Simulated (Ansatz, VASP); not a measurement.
# TaWS3O (2H-TaOS under 2H-WS2, AC): VASP beside Ansatz

One calculation is typed for both programs; each brings its own data sets. How far apart do they land? The structure shown is the start of the Ansatz relaxation below; VASP solves that cell, so the two are compared at the walk's first step.

Calculated with Ansatz 0.2.0; plane waves, with VASP 6.6.1 beside it; single point at LDA.

## Step 1: Starting point

The cell holds 6 atoms: 3 S, 1 Ta, 1 O and 1 W. Its edges and angles: a = 3.181 Å, b = 3.181 Å, c = 49.994 Å, α = 90.0°, β = 90.0°, γ = 120.0°. Vacuum lies along c.

## Step 2: Ansatz: relaxation, LDA

Ansatz runs on its default PAW (the set named soft_2) files.

The two programs are compared at the cell with which this relaxation starts, whose forces are those of its first step.

Input file input.yaml:

```yaml
crystal:
  lattice:
    - [3.18103, 0.0, 0.0]
    - [-1.590515, 2.7548527902, 0.0]
    - [0.0, 0.0, 49.993797039]
  atoms:
    - { symbol: S, position: [0.3333333333, 0.6666666667, 0.4050502502] }
    - { symbol: Ta, position: [0.0, 0.0, 0.4418506381], spin: 1.0 }
    - { symbol: O, position: [0.3333333333, 0.6666666667, 0.4664214] }
    - { symbol: S, position: [0.0, 0.0, 0.5254287204] }
    - { symbol: W, position: [0.6666666667, 0.3333333333, 0.5601892351] }
    - { symbol: S, position: [0.0, 0.0, 0.5949497498] }
  periodic: [true, true, false]
magnetization:
  spin_polarized: true
kpoints:
  mp_grid: { grid: [12, 12, 1] }
hamiltonian:
  xc: lda
scf:
  occupations: { method: fermi_dirac, width: 0.05 }
  convergence: { dr2_threshold: 1.0e-09 }
relax:
  f_tol: 0.004
  max_steps: 90
  cell: {}
output:
  write_potential: true
  write_density: true
  volumetric_format: npy
```

Command:

```sh
$ ansatz run input.yaml --threads 4 --pin off --max-ram 12288MiB --backend cpu --events-out ev --progress --plain --runs-dir out
```

Numbers of over 12 decimals in the logs are rounded to 6 here.

Log:

```text
Warning: relax.cell: scf.convergence.dr2_threshold = 1e-9 eV is looser than the 1.57891361679e-10 eV advised for a relaxation that steers and ends on the stress (1e-10 eV for each atom of the cell: 6, times the square of relax.cell.stress_2d_tol = 0.05 N/m over 19.5 Å (the atoms' height at the walk's start and 5 Å past either face), 2.565e-2 GPa, over a crystal's default 0.05). What an SCF threshold leaves in a stress goes as its square root, and in the free energy as the threshold itself, and one threshold admits the most on a small cell: [figures from the program's tests cut] Set scf.convergence.dr2_threshold to 1.57891361679e-10 eV or tighter. [rest of the remark cut]
Engine: ansatz 0.2.0, aarch64-unknown-linux-gnu
Pseudopotentials: kind: paw
Pseudopotential: S, paw, valence charge 6, recommended cutoff 420 eV (normal), S.paw.azcp
Pseudopotential: Ta, paw, valence charge 13, recommended cutoff 420 eV (normal), Ta.paw.azcp
Pseudopotential: O, paw, valence charge 6, recommended cutoff 420 eV (normal), O.paw.azcp
Pseudopotential: W, paw, valence charge 14, recommended cutoff 420 eV (normal), W.paw.azcp
Functional definition: SPW92
  exchange = slater_x
  correlation = pw_c
Crystal: 6 atoms, lattice volume = 438.109 Å³
Basis set: ecut = 420 eV, 8603 PW (Γ)
Bands: 32, of which v1, the nominal top of the filled ones, is band 26 counted from 1 (25 counted from 0)
Symmetry: 6 space group operations
Space group: P3m1 (ITA 156), of the structure as read, at distance tolerance 7.6e-5 Å
Magnetic group: BNS 156.49 (UNI 1279), of the structure as read, at distance tolerance 7.6e-5 Å
k-points: 19 of 144 (time reversal used)
Non-local potential: S, projectors of the file, l = 0: 2, l = 1: 2, l = 2: 2
Non-local potential: Ta, projectors of the file, l = 0: 3, l = 1: 2, l = 2: 2, l = 3: 1
Non-local potential: O, projectors of the file, l = 0: 2, l = 1: 2, l = 2: 1
Non-local potential: W, projectors of the file, l = 0: 3, l = 1: 2, l = 2: 2, l = 3: 1
PAW form: soft (Blöchl's): semilocal exchange-correlation on the pseudo side does not see the compensation charge
PAW frozen core: S, regenerated for the run's functional, and the local potential with it (the file was generated under x = pbe(κ = 0.804, μ = 0.219515), c = pbe(β = 0.066725))
PAW frozen core: Ta, regenerated for the run's functional, and the local potential with it (the file was generated under x = pbe(κ = 0.804, μ = 0.219515), c = pbe(β = 0.066725))
PAW frozen core: O, regenerated for the run's functional, and the local potential with it (the file was generated under x = pbe(κ = 0.804, μ = 0.219515), c = pbe(β = 0.066725))
PAW frozen core: W, regenerated for the run's functional, and the local potential with it (the file was generated under x = pbe(κ = 0.804, μ = 0.219515), c = pbe(β = 0.066725))
PAW one-centre angular grid: S, 110 points (default); XC on 64 Gauss nodes
PAW one-centre angular grid: Ta, 590 points (default); XC on 64 Gauss nodes
PAW one-centre angular grid: O, 110 points (default); XC on 64 Gauss nodes
PAW one-centre angular grid: W, 590 points (default); XC on 64 Gauss nodes
Starting moments: Σ|m| = 1 μB on 1 of 6 sites
Initial wavefunctions: pseudopotential atomic-orbital guess
Functional: x = slater, c = lda
SCF iter   1: F=—  HF=-22981.842128 eV  |F-HF|=—  |Δ(HF+E_count)|=         —  Δρ=1.98e-2 (↑1.98e-2 ↓1.82e-2)  dr2=8.08e0  dr2_m=3.82e-2  M=0.678 μB ∫|m|=0.706 μB  β_m=0.30  ethr=3.10e-3  ⟨swp⟩=12.3  Hψ=8668  notcnv=0
Mixer restart at iter 1: flushing history
preconditioner: auto → LDOS  [metal: Δε(μ)=0.037 eV  Ē_g=8.907 eV  σ=0.050 eV  W_gap=0.18  n_scr=30 (ndim 8)  ℏωp=10.5 eV  f_vac=0.731  D(μ)=2.80/eV (n_scr^D=16)]
spin=Collinear: LDOS preconditioning applied to the charge; magnetization (m = ρ↑ − ρ↓) channel mixes plain (no charge-response kernel on spin).
SCF iter   2: F=—  HF=-22980.587456 eV  |F-HF|=—  |Δ(HF+E_count)|=    1.25e0  Δρ=1.20e-2 (↑1.20e-2 ↓1.08e-2)  dr2=3.04e0  dr2_m=1.93e-2  M=0.657 μB ∫|m|=0.681 μB  β_m=0.49  ethr=3.10e-3  ⟨swp⟩=3.3  Hψ=2508  notcnv=0  defer=58
SCF iter   3: F=—  HF=-22979.954912 eV  |F-HF|=—  |Δ(HF+E_count)|=   6.33e-1  Δρ=2.74e-3 (↑2.74e-3 ↓2.40e-3)  dr2=1.11e-1  dr2_m=3.07e-3  M=0.616 μB ∫|m|=0.626 μB  β_m=0.56  ethr=3.10e-3  ⟨swp⟩=3.8  Hψ=2685  notcnv=0  defer=58
[...]
eigensolver tolerance schedule: the retry pair's looser diagonalisation over-reported the residual by 26189.00 of it (diagonalisation noise at an unbounded share of the residual, at the tolerance the schedule requests for it); recorded, not acted on — ethr = c·dr2/N_el stays at c = 1.0e-1
preconditioner: auto → LDOS  [metal: Δε(μ)=0.070 eV  Ē_g=9.287 eV  σ=0.050 eV  W_gap=0.32  n_scr=28 (ndim 8)  ℏωp=10.7 eV  f_vac=0.753  D(μ)=3.76/eV (n_scr^D=20)]
spin=Collinear: LDOS preconditioning applied to the charge; magnetization (m = ρ↑ − ρ↓) channel mixes plain (no charge-response kernel on spin).
SCF iter   2: F=—  HF=-22981.540966 eV  |F-HF|=—  |Δ(HF+E_count)|=   1.21e-4  Δρ=3.38e-7 (↑3.18e-7 ↓3.38e-7)  dr2=5.07e-9  dr2_m=3.83e-11  M=0.000 μB ∫|m|=0.000 μB  β_m=0.30  ethr=5.81e-12  ⟨swp⟩=7.6  Hψ=6135  notcnv=0
SCF iter   3: F=—  HF=-22981.540966 eV  |F-HF|=—  |Δ(HF+E_count)|=  7.71e-10  Δρ=2.70e-7 (↑2.67e-7 ↓2.70e-7)  dr2=6.23e-10  dr2_m=3.85e-11  M=0.000 μB ∫|m|=0.000 μB  β_m=0.44  ethr=5.81e-12  ⟨swp⟩=2.4  Hψ=1697  notcnv=0
SCF iter   4: F=-22981.540966 eV  HF=-22981.540966 eV  |F-HF|=5.82e-11  |Δ(HF+E_count)|=  2.00e-10  Δρ=1.57e-7 (↑1.52e-7 ↓1.57e-7)  dr2=1.29e-10  dr2_m=1.44e-11  M=0.000 μB ∫|m|=0.000 μB  ethr=1.22e-12  ⟨swp⟩=14.4  Hψ=11331  notcnv=0
the starting moments were not kept: the SCF closed with an absolute magnetisation of 3.3e-4 μB, where they sum to 1 μB in size (1 site). That is at most 0.1 of that sum.
SCF 9 converged in 4 iterations: F = -22981.540966 eV  dr2 = 1.29e-10
relax step   9: F+E_penalty+E_count = -22981.54096627 eV  Δ(F+E_penalty+E_count) = +4.719e-5 eV  max|allowed force component| = 1.476e-3 eV/Å  Δτ_max = 0.0000 Å  P = -0.002 N/m  Ω = 418.996 Å³  fix = [c, alpha, beta]  reactions: c -0.000 N/m  stress off target by 1.80e-3 N/m on what of the cell is left free  SCF on the basis re-selected at this cell (its energy is not comparable with the rows above)  (4 SCF iters)
basis re-selected at this cell: Δ(F+E_penalty+E_count) = +4.719e-5 eV, ΔP = -0.001 N/m vs the last step (what re-selecting the basis moved, of the pressure what is left beyond the Pulay correction that the steps carried, after the strain that the cell walked since its last selection, with what the two solves' SCF thresholds leave and, on support functions, any second-order correction that the steps lacked; it is no m [...]
WARN: The output density's exchange-correlation potential varies sharply where the density is thin. Do not read a vacuum level from v_tot or v_xc, or from such a field of the output density. On a cell that repeats whose density bears no net charge and no dipole along the vacuum's axis use v_es (v_loc + v_h of the components); under efield.dipole_correction with no amplitude use v_es + v_field, which holds any externa [...]
SCF converged after 4 iterations
Magnetization: 0.0003 μB (25.5002 up, 25.4998 down)
Absolute magnetization: 0.0003 μB (∫|ρ↑−ρ↓|, with the PAW one-centre terms)
Spin contamination: 0.0000 ħ² per cell (⟨S²⟩ above its minimum at these occupations)
Per-site moments (μB) at R_I (Å): [(1.5711186191569926e-5, 1.003562), (9.944576200960092e-5, 0.858486), (3.786385435003047e-5, 0.858486), (1.089132366568412e-6, 0.982792), (7.241482482468655e-7, 0.982792), (3.014444639229452e-7, 0.983104)]
Free energy (F): -22981.540966 eV
Harris-Foulkes:  -22981.540966 eV  (|F-HF|=5.82e-11)
Internal energy: -22981.510792 eV  (E = F + TS)
E sigma→0 (E₀):  -22981.525879 eV
Entropy (-TS):   -0.030174 eV (-5.029 meV/atom)
Fermi energy:    -6.000643 eV
--- Per-component energies (eV) ---
  E_band       = -1236.970373
  E_kinetic    = 1320.209448
  E_local      = -258107.833139  (includes V_loc(G=0)·N_el)
  E_nonlocal   = 165.075636
  E_hartree    = 128245.513923
  E_xc         = -846.103365
  E_vxc        = -803.197052  (∫ρ·V_xc dr)
  E_paw        = -18312.472150  (= ΣΔE_a)
  E_vpaw       = -302.253175  (= ΣTr[D̂ρ^β])
  E_aug_tail   = 0.002585  (compensation charges beyond the density's cutoff)
  E_ewald      = 124552.997700
  E_core_change = 1.098570  (= ΣΔE_core)
  E_smearing   = -0.030174  (= −TS)
  E_closure    = -0.000000  (closes the sum)
  Σ components = -22981.540966   (vs F -22981.540966, Δ=0.00e0)
--- Forces (eV/Å), atoms counted from 1 ---
  atom   1  S      0.00000000    -0.00000000     0.00105778
  atom   2  Ta     0.00000000    -0.00000000    -0.00152686
  atom   3  O      0.00000000    -0.00000000     0.00047772
  atom   4  S      0.00000000     0.00000000     0.00074574
  atom   5  W      0.00000000     0.00000000    -0.00039792
  atom   6  S      0.00000000     0.00000000    -0.00065878
  max |Σ_I F_I| component: 3.02e-4 eV/Å
--- 2D stress c σ (N/m, compression-positive) ---
       -0.001802       0.000000       0.000000
        0.000000      -0.001802      -0.000000
        0.000000      -0.000000      -0.000000
  P = ½ c Tr σ = -0.0018 N/m
--- Band table (eV; the first three rows and the last of 38) ---
  k-point 0 ↑: bands = [... 22 lower, -7.1792, -7.1792, -6.1616, -4.3893, -2.9364, -2.9364, -2.7625, -2.7625, ... 2 higher]
  k-point 1 ↑: bands = [... 22 lower, -7.3089, -7.2785, -6.2058, -4.5930, -3.0965, -3.0338, -2.8794, -2.7080, ... 2 higher]
  k-point 2 ↑: bands = [... 22 lower, -7.4787, -7.3032, -6.4540, -5.1651, -3.5952, -3.1295, -3.0480, -2.7309, ... 2 higher]
  k-point 18 ↓: bands = [... 22 lower, -8.4319, -8.0380, -6.0146, -5.8472, -3.9678, -3.3983, -2.7225, -1.7423, ... 2 higher]
  the weakly bound empty levels are not read free of the cell's end (no_gap_told)
--- Relaxed structure (7 steps of the walk, 6 accepted, 2 SCFs on fresh bases) ---
  F+E_penalty+E_count = -22981.54096627 eV   max|allowed force component| = 1.476e-3 eV/Å   (the final SCF, on the basis selected at the relaxed cell)
  cell:  # Å, volume = 418.9965 Å³
    - [3.110870, -2.596455108562333e-18, 0]
    - [-1.555435, 2.694092, 0]
    - [0, 0, 49.993797039]
  atoms:
    - { symbol: S, position: [0.333333, 0.666667, 0.414768] }
    - { symbol: Ta, position: [2.5745348964089718e-18, -2.775557561562896e-17, 0.447593] }
    - { symbol: O, position: [0.333333, 0.666667, 0.468624] }
    - { symbol: S, position: [-1.869079318848674e-17, -2.7755575615628864e-17, 0.522981] }
    - { symbol: W, position: [0.666667, 0.333333, 0.554294] }
    - { symbol: S, position: [-3.653516863117633e-17, -2.7755575615628846e-17, 0.585629] }
```

[end of part 1 of 2]

[Lines on the potential files, build, host, timing and source positions are cut from VASP's logs without a mark.]

[Logs are printed without paths, hosts, clocks, repeated set-up lines and the standing remarks that a program may print on its own settings, such as how far it seeks lower states.]

[Hosts, paths, dates, database ids (printed as entryN), source tags and the programs' standing remarks are cut or masked in the printed files.]
